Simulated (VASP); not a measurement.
The input files of a VASP run:

**POSCAR**
```
NiSi2
1
    0.0000000000     2.7591000000     2.7591000000
    2.7591000000     0.0000000000     2.7591000000
    2.7591000000     2.7591000000     0.0000000000
Si Ni
2 1
Direct
  0.2500000000   0.2500000000   0.2500000000
  0.7500000000   0.7500000000   0.7500000000
  0.0000000000   0.0000000000   0.0000000000
```

### KPOINTS
```
Automatic mesh
0
Gamma
7 7 7
0 0 0
```

**INCAR**
```
SYSTEM = NiSi2
PREC = Accurate
ENCUT = 400
EDIFF = 1E-6
NELM = 4
ALGO = Normal
LREAL = .FALSE.
LASPH = .TRUE.
ISMEAR = 1
SIGMA = 0.1
GGA = PE
LMAXMIX = 4
LWAVE = .FALSE.
LCHARG = .FALSE.
ISIF = 2
```

POTCAR, in this order: Si Ni (PBE.64 set). Program: vasp_std.

Q: Does this input run properly? What does VASP do?

A: There is a fault: NELM is too small, so the electronic loop ends before EDIFF is met. The run did not converge; its last values are not results. Against the sound run, the energy per atom (σ→0) falls by 0.648 eV/atom; the pressure falls by 390.91 GPa.

File standard output:
```
 POSCAR found type information on POSCAR SiNi
 POSCAR found :  2 types and       3 ions
 Reading from existing POTCAR
 Reading from existing POTCAR
 LDA part: xc-table for (Slater+PW92), standard interpolation
 POSCAR, INCAR and KPOINTS ok, starting setup
 WAVECAR not read
 entering main loop
       N       E                     dE             d eps       ncg     rms          rms(c)
DAV:   1     0.590479430825E+02    0.59048E+02   -0.67471E+03   536   0.114E+03
DAV:   2    -0.157208173003E+02   -0.74769E+02   -0.69686E+02   550   0.222E+02
DAV:   3    -0.192248559775E+02   -0.35040E+01   -0.33910E+01   670   0.545E+01
DAV:   4    -0.192933034877E+02   -0.68448E-01   -0.68409E-01   600   0.715E+00

 -----------------------------------------------------------------------------
|                                                                             |
|           W    W    AA    RRRRR   N    N  II  N    N   GGGG   !!!           |
|           W    W   A  A   R    R  NN   N  II  NN   N  G    G  !!!           |
|           W    W  A    A  R    R  N N  N  II  N N  N  G       !!!           |
|           W WW W  AAAAAA  RRRRR   N  N N  II  N  N N  G  GGG   !            |
|           WW  WW  A    A  R   R   N   NN  II  N   NN  G    G                |
|           W    W  A    A  R    R  N    N  II  N    N   GGGG   !!!           |
|                                                                             |
|     The electronic self-consistency was not achieved in the given           |
|     number of steps (NELM). The forces and other quantities evaluated       |
|     might not be reliable so examine the results carefully. If you find     |
|     spurious results, we suggest increasing NELM, if you were close to      |
|     convergence or switching to a different ALGO or adjusting the           |
|     density mixing parameters otherwise.                                    |
|                                                                             |
 -----------------------------------------------------------------------------

   1 F= -.19293303E+02 E0= -.19293014E+02  d E =-.869357E-03
```

### OUTCAR
```
------------------------ aborting loop EDIFF was not reached (unconverged)  ----------------------------
  FORCE on cell =-STRESS in cart. coord.  units (eV):
  Direction    XX          YY          ZZ          XY          YZ          ZX
  --------------------------------------------------------------------------------------
  Total     -104.1173167   -104.1173167   -104.1173167      0.0000000      0.0000000      0.0000000
  in kB    -3971.0122788  -3971.0122788  -3971.0122788      0.0000000      0.0000000      0.0000000
  external PRESSURE =   -3971.0122788 kB  Pullay stress =       0.0000000 kB
  volume of cell :       42.01
      direct lattice vectors                 reciprocal lattice vectors
     0.000000000  2.759100000  2.759100000    -0.181218513  0.181218513  0.181218513
     2.759100000  0.000000000  2.759100000     0.181218513 -0.181218513  0.181218513
     2.759100000  2.759100000  0.000000000     0.181218513  0.181218513 -0.181218513
 POSITION                                       TOTAL-FORCE (eV/Angst)
 -----------------------------------------------------------------------------------
      1.37955      1.37955      1.37955        -0.000000     -0.000000      0.000000
      4.13865      4.13865      4.13865         0.000000      0.000000     -0.000000
      0.00000      0.00000      0.00000         0.000000      0.000000     -0.000000
 -----------------------------------------------------------------------------------
    total drift:                               -0.000000     -0.000000      0.000000
  FREE ENERGIE OF THE ION-ELECTRON SYSTEM (eV)
  ---------------------------------------------------
  free  energy   TOTEN  =       -19.2933034877 eV

  energy  without entropy=      -19.2924341303  energy(sigma->0) =      -19.29301370
```
(Selected blocks of OUTCAR.)

To mend it, set NELM = 100.

The mended run (PBE GGA, plane waves, VASP's PBE PAW potentials (set 64)) converges, and its OSZICAR ends with
```
   1 F= -.17349493E+02 E0= -.17349020E+02  d E =-.141828E-02
```

The compound is NiSi2 in the fluorite structure. The cell was not relaxed at this level. The run is not spin-polarised, so no magnetic state was tried.
